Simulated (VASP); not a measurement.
Method: PBE GGA, VASP's PBE PAW potentials (set 64) (plane waves; VASP 6.6.1).

VASP input:

INCAR:
```
! general
SYSTEM =PtB
PREC   =Accurate
ENCUT  =520
LREAL  =.False.
LASPH  =.True.

! electronic loop
EDIFF  =1E-7
NELM   =100
ALGO   =Normal
LMAXMIX=6

! smearing
ISMEAR =-5

! functional
GGA    =PE

! ions
ISIF   =2

! output
LWAVE  =.False.
LCHARG =.True.
LORBIT =11
NEDOS  =601

! other
LEFG   =.True.
```

### POSCAR
```
PtB
1
    3.3575825329    -0.0000000000     0.0000000000
   -1.6787912664     2.9077518772    -0.0000000000
    0.0000000000     0.0000000000     5.6799310777
Pt B
2 2
Direct
  0.3333330000   0.6666670000   0.0031277100
  0.6666670000   0.3333330000   0.5031277100
  0.3333330000   0.6666670000   0.3718722900
  0.6666670000   0.3333330000   0.8718722900
```

KPOINTS:
```
K-points
0
gamma
12 12 6
```

POTCAR, in this order: Pt B (PBE.64 set). Program: vasp_std.

The run wrote:

File OSZICAR:
```
       N       E                     dE             d eps       ncg     rms          rms(c)
DAV:   1     0.123294677263E+03    0.12329E+03   -0.13092E+04  2584   0.142E+03
DAV:   2    -0.242443372389E+02   -0.14754E+03   -0.14418E+03  3150   0.273E+02
DAV:   3    -0.288672583117E+02   -0.46229E+01   -0.45368E+01  3173   0.475E+01
DAV:   4    -0.289254409024E+02   -0.58183E-01   -0.57968E-01  3299   0.530E+00
DAV:   5    -0.289260940942E+02   -0.65319E-03   -0.65361E-03  3350   0.552E-01    0.209E+01
DAV:   6    -0.258307131625E+02    0.30954E+01   -0.21123E+01  2751   0.355E+01    0.539E+00
DAV:   7    -0.255792210313E+02    0.25149E+00   -0.16616E+00  2690   0.119E+01    0.347E+00
DAV:   8    -0.255495041228E+02    0.29717E-01   -0.50596E-02  3253   0.168E+00    0.107E+00
DAV:   9    -0.255437010612E+02    0.58031E-02   -0.18060E-02  3048   0.109E+00    0.895E-02
DAV:  10    -0.255438145903E+02   -0.11353E-03   -0.95946E-04  2939   0.258E-01    0.358E-02
DAV:  11    -0.255437736097E+02    0.40981E-04   -0.51240E-05  3475   0.625E-02    0.111E-02
DAV:  12    -0.255437687049E+02    0.49049E-05   -0.43281E-06  2992   0.133E-02    0.200E-03
DAV:  13    -0.255437687730E+02   -0.68136E-07   -0.15091E-07  2125   0.285E-03
   1 F= -.25543769E+02 E0= -.25543769E+02  d E =0.000000E+00
```

### OUTCAR
```
------------------------ aborting loop because EDIFF is reached ----------------------------------------
  FORCE on cell =-STRESS in cart. coord.  units (eV):
  Direction    XX          YY          ZZ          XY          YZ          ZX
  --------------------------------------------------------------------------------------
  Total        0.2464285      0.2464285     -0.4691192      0.0000000      0.0000000      0.0000000
  in kB        7.1199084      7.1199090    -13.5539756      0.0000000      0.0000000      0.0000000
  external PRESSURE =       0.2286139 kB  Pullay stress =       0.0000000 kB
  volume of cell :       55.45
      direct lattice vectors                 reciprocal lattice vectors
     3.357582533  0.000000000  0.000000000     0.297833334  0.171954149  0.000000000
    -1.678791266  2.907751877  0.000000000     0.000000000  0.343908298  0.000000000
     0.000000000  0.000000000  5.679931078     0.000000000  0.000000000  0.176058474
 POSITION                                       TOTAL-FORCE (eV/Angst)
 -----------------------------------------------------------------------------------
     -0.00000      1.93850      0.01777         0.000000      0.000000     -0.113114
      1.67879      0.96925      2.85773        -0.000000     -0.000000     -0.113114
     -0.00000      1.93850      2.11221         0.000000     -0.000000      0.113114
      1.67879      0.96925      4.95217        -0.000000     -0.000000      0.113114
 -----------------------------------------------------------------------------------
    total drift:                               -0.000580      0.000335      0.000389
  FREE ENERGIE OF THE ION-ELECTRON SYSTEM (eV)
  ---------------------------------------------------
  free  energy   TOTEN  =       -25.5437687730 eV

  energy  without entropy=      -25.5437687730  energy(sigma->0) =      -25.54376877

 total charge

# of ion       s       p       d       tot
------------------------------------------
    1        0.864   0.565   8.138   9.567
    2        0.864   0.565   8.138   9.567
    3        0.730   1.059   0.000   1.789
    4        0.730   1.059   0.000   1.789
--------------------------------------------------
tot          3.188   3.248  16.275  22.711

 Electric field gradients after diagonalization (V/A^2)
 (convention: |V_zz| > |V_xx| > |V_yy|)
----------------------------------------------------------------------
 ion       V_xx      V_yy      V_zz     asymmetry (V_yy - V_xx)/ V_zz
----------------------------------------------------------------------
   1     -17.354   -17.353    34.707       0.000
   2     -17.354   -17.353    34.707       0.000
   3      -0.196    -0.196     0.391       0.001
   4      -0.196    -0.196     0.391       0.000
```
(Selected blocks of OUTCAR.)

For a metal the tetrahedron method with Blöchl corrections gives inexact stress and forces.

The structure was generated: PtB was put into the wurtzite type (P6_3mc), which need not be its known phase. It was relaxed first, which changed the volume by -15 %.
